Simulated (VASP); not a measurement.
Consider the following.

```
CELL_PARAMETERS angstrom
      3.77773     0.00000     0.00000
      0.00000     3.77773     0.00000
      0.00000     0.00000     3.77773
ATOMIC_POSITIONS crystal
  Zn 0.00000 0.50000 0.50000
  Zn 0.50000 0.50000 0.00000
  Zn 0.50000 0.00000 0.50000
  Mo 0.00000 0.00000 0.00000
```

Method: PBE GGA, VASP's PBE PAW potentials (set 64) (plane waves; VASP). Settings: 300 eV cut-off, 9×9×9 Γ-centred mesh, Fermi-Dirac smearing of 0.14 eV, potentials Zn Mo_sv.

At this cut-off the stress carries a Pulay error, which pulls relaxed volumes low.

Task: Estimate the energy per atom (σ→0), pressure, band gap (on the k-mesh) with the smallest direct gap where there is one.

Result: 
```json
{
 "band gap (on the k-mesh)": "none (metal, semimetal or under 0.01 eV)",
 "energy per atom (σ→0)": "-3.562 eV/atom",
 "pressure": "11.08 GPa"
}
```

Only differences to runs with the same potentials and settings are physical.

The structure was generated: Zn3Mo was put into an ordered model structure, which need not be its known phase. The cell was not relaxed at this level.
